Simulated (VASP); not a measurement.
CuZn (CsCl type): computed properties

Method: r2SCAN meta-GGA, VASP's PBE PAW potentials (set 64) (plane waves; VASP 6.6.1).

```json
{
  "space_group": "Pm-3m (221)",
  "cell": "a = 2.918 Å, b = 2.918 Å, c = 2.918 Å, α = 90.00°, β = 90.00°, γ = 90.00°",
  "volume_per_atom": "12.42 Å³/atom",
  "band gap (over mesh and band path)": "none (metal, semimetal or under 0.01 eV)",
  "density": "8.62 g/cm³"
}
```

```cif
data_CuZn
_chemical_formula_sum 'Zn1 Cu1'
_space_group_name_H-M_alt 'P 1'
_space_group_IT_number 1
_cell_length_a 2.91807
_cell_length_b 2.91807
_cell_length_c 2.91807
_cell_angle_alpha 90.000
_cell_angle_beta 90.000
_cell_angle_gamma 90.000
loop_
_space_group_symop_operation_xyz
  'x, y, z'
loop_
_atom_site_label
_atom_site_type_symbol
_atom_site_fract_x
_atom_site_fract_y
_atom_site_fract_z
_atom_site_occupancy
Zn1 Zn 0.50000 0.50000 0.50000 1
Cu1 Cu 0.00000 0.00000 0.00000 1
```

Measured: a 2.958 Å (computed value off by -1.3 %), as given by First-Principles Study on the Electrical and Thermal Conductivities of Cu–Zn Binary Alloys. The calculation is for a static lattice, while the measured a holds thermal and zero-point effects, which are part of the difference.

The compound is CuZn in the CsCl type structure. It was relaxed first. Symmetry was kept, so distortions that lower it aren't found. The electron count is odd and the run is not spin-polarised, which forces a metal.
